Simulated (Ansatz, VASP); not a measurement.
## CsCaF3: VASP beside Ansatz

Wanted: the spread between two codes on one cell, functional and k mesh. The cell is taken from a series of runs on this material, whose earlier steps may have relaxed, scaled, displaced or heated it; both programs get it as it stands.

Main program and level: Ansatz 0.2.0; plane waves, with VASP 6.6.1 beside it; G0W0 gap at r2SCAN.

## Step 1: Set-up

The structure is cubic, space group Pm-3m (No. 221). The conventional cell has a = 4.521 Å, b = 4.521 Å, c = 4.521 Å, α = 90.00°, β = 90.00°, γ = 90.00°. Nearest to Cs lie 12 F at 3.20 Å. Ca has 6 F at 2.26 Å nearest. Nearest to F lie 2 Ca at 2.26 Å and 4 Cs at 3.20 Å. Nearest to F lie 2 Ca at 2.26 Å and 4 Cs at 3.20 Å. Farther neighbours and most contacts between anions are not listed.

## Step 2: Ansatz: G0W0 gap, r2SCAN

Ansatz runs on its default PAW (the set named soft_2) files.

Quasiparticle shifts depend on high empty states and on the cores, so they are the hardest test of two PAW sets.

Contents of input.yaml:

```yaml
crystal:
  lattice:
    - [9.04106206, 0.0, 0.0]
    - [0.0, 4.52053103, 0.0]
    - [0.0, 0.0, 4.52053103]
  atoms:
    - { symbol: Cs, position: [0.0, 0.0, 0.0] }
    - { symbol: Ca, position: [0.25, 0.5, 0.5] }
    - { symbol: F, position: [0.0, 0.5, 0.5] }
    - { symbol: F, position: [0.25, 0.0, 0.5] }
    - { symbol: F, position: [0.25, 0.5, 0.0] }
    - { symbol: Cs, position: [0.5, 0.0, 0.0] }
    - { symbol: Ca, position: [0.75, 0.5, 0.5] }
    - { symbol: F, position: [0.5, 0.5, 0.5] }
    - { symbol: F, position: [0.75, 0.0, 0.5] }
    - { symbol: F, position: [0.75, 0.5, 0.0] }
kpoints:
  mp_grid: { grid: [1, 2, 2] }
hamiltonian:
  xc: r2scan
scf:
  occupations: { method: fixed }
gw:
  n_empty_bands: 194
  ecut_chi: 60.0
  qp_bands: [v1, c1]
  qp_kpoints: band_edges
  screening: { model: contour_deformation }
```

Launch:

```console
$ ansatz run input.yaml --threads 16 --pin off --max-ram 36864MiB --backend cpu --events-out ev --progress --plain --runs-dir out
```

Numbers of over 12 decimals in the logs are rounded to 6 here.

Output:

```text
Engine: ansatz 0.2.0, aarch64-unknown-linux-gnu
Pseudopotentials: kind: paw
Pseudopotential: Cs, paw, valence charge 9, recommended cutoff 500 eV (meta_gga), Cs.paw.azcp
Pseudopotential: Ca, paw, valence charge 10, recommended cutoff 500 eV (meta_gga), Ca.paw.azcp
Pseudopotential: F, paw, valence charge 7, recommended cutoff 500 eV (meta_gga), F.paw.azcp
Functional definition: r2SCAN
  parameter k0 = 0.174
  parameter k1 = 0.065
  parameter a1 = 4.9479
  exchange = r2scan_x(k0 = k0, k1 = k1, a1 = a1)
  correlation = r2scan_c
Crystal: 10 atoms, lattice volume = 184.756 Å³
Basis set: ecut = 500 eV, 4685 PW (Γ), exchange–correlation on 288×144×144 points (64 copies of the dense FFT grid, shifted against one another)
Bands: 50, of which v1, the nominal top of the filled ones, is band 40 counted from 1 (39 counted from 0)
Symmetry: 32 space group operations
Space group: Pm-3m (ITA 221), of the structure as read, at distance tolerance 5.7e-5 Å
k-points: 3 of 4
Non-local potential: Cs, projectors of the file, l = 0: 3, l = 1: 2, l = 2: 2, l = 3: 2
Non-local potential: Ca, projectors of the file, l = 0: 3, l = 1: 2, l = 2: 2
Non-local potential: F, projectors of the file, l = 0: 2, l = 1: 2, l = 2: 1
PAW form: soft (Blöchl's): semilocal exchange-correlation on the pseudo side does not see the compensation charge
PAW frozen core: Cs, regenerated for the run's functional (the file was generated under x = pbe(κ = 0.804, μ = 0.219515), c = pbe(β = 0.066725))
PAW frozen core: Ca, regenerated for the run's functional (the file was generated under x = pbe(κ = 0.804, μ = 0.219515), c = pbe(β = 0.066725))
PAW frozen core: F, regenerated for the run's functional (the file was generated under x = pbe(κ = 0.804, μ = 0.219515), c = pbe(β = 0.066725))
PAW one-centre angular grid: Cs, 302 points (default); XC on 160 Gauss nodes
PAW one-centre angular grid: Ca, 302 points (default); XC on 160 Gauss nodes
PAW one-centre angular grid: F, 302 points (default); XC on 160 Gauss nodes
Initial density: superposition of atomic densities (neutral atoms: chi_scale 0, normalization atom), corrected by the library's trained network
Initial wavefunctions: pseudopotential atomic-orbital guess
Functional: x = r2scan, c = r2scan; τ floored in thin density (d = 2e-4 eV/Å³)
SCF iter   1: F=—  HF=-19893.398636 eV  |F-HF|=—  |Δ(HF+E_count)|=         —  Δρ=8.64e-3  dr2=1.43e-1  dr2_τ=1.91e-1  ethr=1.77e-3  ⟨swp⟩=5.0  Hψ=518  notcnv=0  defer=18
preconditioner: auto → Resta (q_TF=auto, 2.373 Å⁻¹)  ε∞=2.7  [insulator: Δε(μ)=8.323 eV  Ē_g=18.151 eV  n_scr=38 (ndim 8)  ℏωp=23.8 eV  f_vac=0.027  ε∞_Penn≈2.7]
SCF iter   2: F=—  HF=-19893.617749 eV  |F-HF|=—  |Δ(HF+E_count)|=   2.19e-1  Δρ=3.81e-3  dr2=1.40e-2  dr2_τ=2.82e-3  ethr=1.78e-4  ⟨swp⟩=2.0  Hψ=308  notcnv=0  defer=19
SCF iter   3: F=—  HF=-19893.614043 eV  |F-HF|=—  |Δ(HF+E_count)|=   3.71e-3  Δρ=1.42e-3  dr2=2.78e-3  dr2_τ=3.33e-4  ethr=1.76e-5  ⟨swp⟩=3.0  Hψ=236  notcnv=0  defer=21
SCF iter   4: F=—  HF=-19893.613155 eV  |F-HF|=—  |Δ(HF+E_count)|=   8.88e-4  Δρ=3.15e-4  dr2=8.60e-5  dr2_τ=1.92e-5  ethr=3.48e-6  ⟨swp⟩=2.3  Hψ=241  notcnv=0  defer=21
SCF iter   5: F=—  HF=-19893.613181 eV  |F-HF|=—  |Δ(HF+E_count)|=   2.62e-5  Δρ=9.16e-5  dr2=1.01e-5  dr2_τ=1.03e-6  ethr=1.07e-7  ⟨swp⟩=2.0  Hψ=259  notcnv=0  defer=21
SCF iter   6: F=—  HF=-19893.613180 eV  |F-HF|=—  |Δ(HF+E_count)|=   1.19e-6  Δρ=2.83e-5  dr2=9.39e-7  dr2_τ=1.29e-7  ethr=1.26e-8  ⟨swp⟩=2.0  Hψ=255  notcnv=0  defer=20
SCF iter   7: F=—  HF=-19893.613180 eV  |F-HF|=—  |Δ(HF+E_count)|=   2.73e-7  Δρ=9.43e-6  dr2=1.69e-7  dr2_τ=1.17e-8  ethr=1.25e-10  ⟨swp⟩=17.7  Hψ=902  notcnv=0
SCF iter   8: F=-19893.613180 eV  HF=-19893.613180 eV  |F-HF|=1.76e-9  |Δ(HF+E_count)|=   7.05e-9  Δρ=1.11e-6  dr2=2.84e-9  dr2_τ=1.25e-10  ethr=1.25e-10  ⟨swp⟩=3.7  Hψ=333  notcnv=0
SCF 1 converged in 8 iterations: F = -19893.613180 eV  dr2 = 2.84e-9
  greatest PAW one-centre occupation: 0.995 electrons in one spin orbital (limit 2), on the Ca atom at site 6 (counted from 0), in its partial waves of l = 0
NSCF: frozen V_eff on 3 k-points
G₀W₀ screening: q 1/3
[... further progress lines ...]
NSCF: frozen V_eff on 1 k-points
NSCF: frozen V_eff on 1 k-points
[...]
SCF converged after 8 iterations
Free energy (F): -19893.613180 eV
Harris-Foulkes:  -19893.613180 eV  (|F-HF|=1.76e-9)
Internal energy: -19893.613180 eV  (E = F + TS)
E sigma→0 (E₀):  -19893.613180 eV
Fermi energy:    2.133304 eV
--- Per-component energies (eV) ---
  E_band       = -568.197067
  E_kinetic    = 2097.657248
  E_local      = -5770.964077  (includes V_loc(G=0)·N_el)
  E_nonlocal   = 620.921970
  E_hartree    = 2172.396179
  E_xc         = -1081.792225
  E_vxc        = -1372.162487  (∫ρ·V_xc dr)
  E_paw        = -13131.795126  (= ΣΔE_a)
  E_vpaw       = -577.620999  (= ΣTr[D̂ρ^β])
  E_aug_tail   = 0.006393  (compensation charges beyond the density's cutoff)
  E_vtau       = 89.169330  (kinetic-family band-sum trace: ∫τ·v_τ [+ j·A + Jᵃ·Aᵃ] dr)
  E_ewald      = -4799.513622
  E_core_change = -0.529921  (= ΣΔE_core)
  E_smearing   = -0.000000  (= −TS)
  E_closure    = 0.000000  (closes the sum)
  Σ components = -19893.613180   (vs F -19893.613180, Δ=0.00e0)
--- Band table (eV) ---
  k-point 0: bands = [... 36 lower, 1.8942, 2.1116, 2.1116, 2.1116, 10.1530, 10.9679, 10.9679, 11.4395, ... 6 higher]
  k-point 1: bands = [... 36 lower, 1.8942, 1.9573, 1.9573, 2.1233, 11.6893, 11.7124, 11.8889, 11.9293, ... 6 higher]
  k-point 2: bands = [... 36 lower, 2.1233, 2.1333, 2.1333, 2.1333, 11.7124, 11.8651, 11.8651, 11.8651, ... 6 higher]
--- G₀W₀: contour deformation, 5 samples at zero and on the imaginary axis and 0 off it, 4 q-points, 194 empty bands' worth ---
  eigenvalues of the whole cell's RPA ε∞ on this k-mesh (on a slab, of 1 + 4πα/V) = 2.1959, 2.1959, 2.1961; static W/v taken at q = 0 is 0.455376
  bands read: the sum over 234 bands ends inside a degenerate multiplet in 2 slots, whose members it reads at an even weight; the widest, k=0: bands 234 to 235 (counted from 1) at 1/2 each
  gw.qp_kpoints: band_edges: 3 of 3 stored k-points solved, in 1 pass; an edge of the gap read off the rows below is read off those points alone
    ik  band        ε_KS         Σx   Σc(E_QP)       V_xc       Z   E_QP_lin       E_QP  E_QP is
     0    40      2.1116   -31.1219     5.2562   -24.1600  0.8057     0.3757     0.4059  root
     0    41     10.1530    -5.5645    -3.2526    -9.7787  0.8853    11.1194    11.1146  root
     1    40      2.1233   -31.2129     5.3908   -24.0833  0.8018     0.3520     0.3846  root
     1    41     11.6893    -6.3777    -3.0681   -10.6945  0.8782    12.9468    12.9381  root
     2    40      2.1333   -31.2599     5.3964   -24.1216  0.8018     0.3588     0.3915  root
     2    41     11.7124    -6.6370    -3.2181   -11.4139  0.8780    13.2849    13.2712  root
```

## Step 3: VASP: G0W0 gap, r2SCAN

The same cell, functional and mesh now go to VASP, with its own data sets.

Lines of VASP's logs that name or quote its potential files are left out, and so is its time.

The run reads the wave functions of an earlier VASP run, which isn't shown here.

Contents of INCAR:

```
SYSTEM = CsCaF3
PREC = Accurate
ENCUT = 520
ISMEAR = 0
SIGMA = 0.01
LREAL = .FALSE.
METAGGA = R2SCAN
LASPH = .TRUE.
NBANDS = 234
ALGO = EVGW0
NELMGW = 1
ENCUTGW = 60
NOMEGA = 64
PRECFOCK = Fast
NBANDSGW = 48
LWAVE = .FALSE.
LCHARG = .FALSE.
```

Contents of POSCAR:

```
CsCaF3
1.0
    9.0410620600      0.0000000000      0.0000000000
    0.0000000000      4.5205310300      0.0000000000
    0.0000000000      0.0000000000      4.5205310300
Cs Ca F
2 2 6
Direct
    0.0000000000      0.0000000000      0.0000000000
    0.5000000000      0.0000000000      0.0000000000
    0.2500000000      0.5000000000      0.5000000000
    0.7500000000      0.5000000000      0.5000000000
    0.0000000000      0.5000000000      0.5000000000
    0.2500000000      0.0000000000      0.5000000000
    0.2500000000      0.5000000000      0.0000000000
    0.5000000000      0.5000000000      0.5000000000
    0.7500000000      0.0000000000      0.5000000000
    0.7500000000      0.5000000000      0.0000000000
```

Contents of KPOINTS:

```
Automatic mesh
0
Gamma
1 2 2
0 0 0
```

Potentials, in the order of the species: Cs_sv_GW, Ca_sv_GW and F_GW (PBE family, release 64).

Launch:

```console
$ export OMP_NUM_THREADS=4
$ mpirun -np 1 vasp_std
```

Output:

```text
[banner, memory and clock lines left out]
running    1 mpi-ranks, on    1 nodes
 distrk:  each k-point on    1 cores,    1 groups
 distr:  one band on    1 cores,    1 groups
 Offloading initialized ...    1 GPUs detected
 POSCAR found type information on POSCAR CsCaF
 POSCAR found :  3 types and      10 ions
|                                                                             |
|               ----> ADVICE to this user running VASP <----                  |
|                                                                             |
|     You enforced a specific xc type in the INCAR file but a different       |
|     [... a line on the potential file left out ...]
|     I HOPE YOU KNOW WHAT YOU ARE DOING!                                     |
|                                                                             |

|                                                                             |
|           W    W    AA    RRRRR   N    N  II  N    N   GGGG   !!!           |
|           W    W   A  A   R    R  NN   N  II  NN   N  G    G  !!!           |
|           W    W  A    A  R    R  N N  N  II  N N  N  G       !!!           |
|           W WW W  AAAAAA  RRRRR   N  N N  II  N  N N  G  GGG   !            |
|           WW  WW  A    A  R   R   N   NN  II  N   NN  G    G                |
|           W    W  A    A  R    R  N    N  II  N    N   GGGG   !!!           |
|                                                                             |
|     The default for ENCUTGWSOFT is different in this version of VASP.       |
|     please manually set ENCUTGWSOFT =60 in the INCAR file.                  |
|                                                                             |

 LDA part: xc-table for (None), standard interpolation
 found WAVECAR, reading the header
 POSCAR, INCAR and KPOINTS ok, starting setup
 FFT: planning ... GRIDC
 FFT: planning ... GRID_SOFT
 FFT: planning ... GRID
 reading WAVECAR
 the WAVECAR file was read successfully
 initial charge from wavefunction
 available memory per node:   1597.60 GB, setting MAXMEM to   1635940

 The Fermi energy was updated, please check that it is located mid-gap
 values below the HOMO (VB) or above the LUMO (CB) will cause erroneous energies
 E-fermi :   3.4110

 calculate exact exchange contribution
 the WAVEDER file was read successfully
energies w=
    0.000    0.000    0.959    0.000    1.916    0.000    2.868    0.000
    3.815    0.000    4.753    0.000    5.683    0.000    6.601    0.000
    7.508    0.000    8.403    0.000    9.286    0.000   10.157    0.000
   11.015    0.000   11.863    0.000   12.699    0.000   13.526    0.000
   14.345    0.000   15.155    0.000   15.960    0.000   16.760    0.000
   17.556    0.000   18.351    0.000   19.147    0.000   19.944    0.000
   20.745    0.000   21.552    0.000   22.367    0.000   23.193    0.000
   24.031    0.000   24.885    0.000   25.757    0.000   26.651    0.000
   27.569    0.000   28.516    0.000   29.497    0.000   30.515    0.000
   31.575    0.000   32.685    0.000   33.850    0.000   35.079    0.000
   36.379    0.000   37.763    0.000   39.242    0.000   40.830    0.000
   42.544    0.000   44.404    0.000   46.435    0.000   48.667    0.000
   51.135    0.000   53.886    0.000   56.974    0.000   60.474    0.000
   64.478    0.000   69.108    0.000   74.530    0.000   80.968    0.000
   88.741    0.000   98.311    0.000  110.379    0.000  126.057    0.000
  147.230    0.000  177.354    0.000  223.536    0.000  303.099    0.000
 responsefunction array rank=     190
 LDA part: xc-table for (None), standard interpolation

 min. memory requirement per mpi rank    309.5 MB, per node    309.5 MB

 allocating  64 responsefunctions rank=   190
 shmem allocating  64 responsefunctions rank=   190
 response function shared by NCSHMEM nodes    1
 Doing            64  frequencies on each core in blocks of            64
NQ=   1    0.0000    0.0000    0.0000,
|.........|.........|.........|.........|.........|.........|.........|.........
 performed        129000 updates of chi_q(r,r)
 total number of BLAS operations         36.22 Gflops
NQ=   2    0.0000    0.5000    0.0000,
|.........|.........|.........|.........|.........|.........|.........|.........
 performed        280000 updates of chi_q(r,r)
 total number of BLAS operations         80.10 Gflops
NQ=   3    0.0000    0.5000    0.5000,
|.........|.........|.........|.........|.........|.........|.........|.........
 performed        409000 updates of chi_q(r,r)
 total number of BLAS operations        115.17 Gflops
 resolving degeneracies of screened two electron integrals

 calculate QP shifts <psi_nk| G(iteration)W_0 |psi_nk>: iteration 1
 entering main loop
```

OUTCAR, selected parts (step 3):

```text
ion  position               nearest neighbor table
   1  0.000  0.000  0.000-
   2  0.500  0.000  0.000-
   3  0.250  0.500  0.500-   5 2.26   6 2.26   7 2.26   8 2.26   7 2.26   6 2.26
   4  0.750  0.500  0.500-   5 2.26   8 2.26   9 2.26  10 2.26  10 2.26   9 2.26
   5  0.000  0.500  0.500-   3 2.26   4 2.26
   6  0.250  0.000  0.500-   3 2.26   3 2.26
   7  0.250  0.500  0.000-   3 2.26   3 2.26
   8  0.500  0.500  0.500-   3 2.26   4 2.26
   9  0.750  0.000  0.500-   4 2.26   4 2.26
  10  0.750  0.500  0.000-   4 2.26   4 2.26

  LATTYP: Found a simple tetragonal cell.
 ALAT       =     4.5205310300
 C/A-ratio  =     2.0000000000

 Subroutine GETGRP returns: Found 16 space group operations
 (whereof 16 operations were pure point group operations)

The static configuration has the point symmetry D_4h.

 Found      3 irreducible k-points:

   k-points           NKPTS =      3   k-points in BZ     NKDIM =      4   number of bands    NBANDS=    234

   dimension x,y,z NGX =    70 NGY =   36 NGZ =   36
   dimension x,y,z NGXF=   140 NGYF=   72 NGZF=   72

   ENCUT  =  520.0 eV  38.22 Ry    6.18 a.u.  16.81  8.41  8.41*2*pi/ulx,y,z

   NELECT =      80.0000    total number of electrons

  energy-cutoff  :      520.00
  volume of cell :      184.76
      direct lattice vectors                 reciprocal lattice vectors
     9.041062060  0.000000000  0.000000000     0.110606474  0.000000000  0.000000000
     0.000000000  4.520531030  0.000000000     0.000000000  0.221212949  0.000000000
     0.000000000  0.000000000  4.520531030     0.000000000  0.000000000  0.221212949

 k-points in reciprocal lattice and weights: Automatic mesh
   0.00000000  0.00000000  0.00000000       0.250
   0.00000000  0.50000000  0.00000000       0.500
   0.00000000  0.50000000  0.50000000       0.250

 E-fermi :   3.4110

 QP shifts <psi_nk| G(iteration)W_0 |psi_nk>: iteration 1
 for sc-GW calculations column KS-energies equals QP-energies in previous step
 and V_xc(KS)=  KS-energies - (<T + V_ion + V_H > + <T+V_H+V_ion>^1  + <V_x>^1)
 k-point   1 :       0.0000    0.0000    0.0000
  band No.  KS-energies  QP-energies   sigma(KS)   V_xc(KS)     V^pw_x(r,r')   Z            occupation Imag(sigma)
    ...
     37      -0.8404      -2.7374     -25.2540     -22.8855     -30.0850       0.8009       2.0000       0.1382
     38      -0.6189      -2.4693     -25.0073     -22.7023     -29.7279       0.8028       2.0000       0.1348
     39      -0.6189      -2.4693     -25.0073     -22.7023     -29.7279       0.8028       2.0000       0.1348
     40      -0.6189      -2.4693     -25.0073     -22.7023     -29.7279       0.8028       2.0000       0.1348
     41       7.4170       8.3763      -7.2935      -8.3847      -4.1676       0.8791       0.0000      -0.0717
     42       8.2382       9.5847      -6.6299      -8.1628      -3.7572       0.8783       0.0000      -0.0697
     43       8.2382       9.5847      -6.6299      -8.1628      -3.7572       0.8783       0.0000      -0.0697
     44       8.7074      11.2730      -8.8867     -11.8520      -5.6081       0.8652       0.0000      -0.0810
    ...

 k-point   2 :       0.0000    0.5000    0.0000
  band No.  KS-energies  QP-energies   sigma(KS)   V_xc(KS)     V^pw_x(r,r')   Z            occupation Imag(sigma)
    ...
     37      -0.8401      -2.7417     -25.2595     -22.8858     -30.0894       0.8011       2.0000       0.1384
     38      -0.7719      -2.6549     -24.3245     -21.9784     -28.9170       0.8026       2.0000       0.1344
     39      -0.7719      -2.6549     -24.3245     -21.9784     -28.9170       0.8026       2.0000       0.1344
     40      -0.6056      -2.5004     -25.2145     -22.8399     -30.0416       0.7979       2.0000       0.1383
     41       8.9556      10.2114      -7.9117      -9.3490      -5.0362       0.8737       0.0000      -0.0729
     42       8.9825      10.5706      -8.2714     -10.0914      -5.3197       0.8726       0.0000      -0.0725
     43       9.1561      12.1061      -9.5975     -13.0406      -6.1529       0.8568       0.0000      -0.0898
     44       9.2018      10.6516      -7.6062      -9.2704      -4.8865       0.8712       0.0000      -0.0725
    ...

 k-point   3 :       0.0000    0.5000    0.5000
  band No.  KS-energies  QP-energies   sigma(KS)   V_xc(KS)     V^pw_x(r,r')   Z            occupation Imag(sigma)
    ...
     37      -0.6057      -2.4965     -25.2083     -22.8398     -30.0374       0.7984       2.0000       0.1382
     38      -0.5951      -2.4935     -25.2514     -22.8759     -30.0852       0.7992       2.0000       0.1385
     39      -0.5951      -2.4935     -25.2514     -22.8759     -30.0852       0.7992       2.0000       0.1385
     40      -0.5951      -2.4935     -25.2514     -22.8759     -30.0852       0.7992       2.0000       0.1385
     41       8.9825      10.5689      -8.2740     -10.0923      -5.3198       0.8724       0.0000      -0.0725
     42       9.1309      10.4997      -7.1643      -8.7265      -4.2222       0.8762       0.0000      -0.0710
     43       9.1309      10.4997      -7.1643      -8.7265      -4.2222       0.8762       0.0000      -0.0710
     44       9.1309      10.4997      -7.1643      -8.7265      -4.2222       0.8762       0.0000      -0.0710
    ...
```

## Step 4: Comparison

Known differences besides the potentials themselves: VASP keeps PBE cores, Ansatz makes them for the functional; fixed occupations in Ansatz, narrow Gaussian smearing in VASP; the cutoff is 500 eV in Ansatz and 520 eV in VASP; Ansatz integrates over frequency by contour deformation, VASP on a grid of NOMEGA points; Ansatz's G0W0 levels solve the quasiparticle equation, VASP's are linearised. Total energies have different zeros and are not compared.

Compared:

```tsv
quantity	Ansatz	VASP	difference
G0W0 gap on the mesh (eV)	10.71	10.85	-0.14
Kohn-Sham gap under it (eV)	8.02	8.01	+0.01
```

## Step 5: What came out

| Property | Result |
| --- | --- |
| difference in G0W0 gap on the mesh (G0W0 gap, r2SCAN) | -0.14 eV |

What this shows: The difference in G0W0 gap on the mesh is -0.14 eV (G0W0 gap, r2SCAN). How closely two codes agree says nothing of how well the functional describes the real material.

[Lines on the potential files, build, host, timing and source positions are cut from VASP's logs without a mark.]

[Logs are printed without paths, hosts, clocks, repeated set-up lines and the standing remarks that a program may print on its own settings, such as how far it seeks lower states.]

[Hosts, paths, dates, database ids (printed as entryN), source tags and the programs' standing remarks are cut or masked in the printed files.]
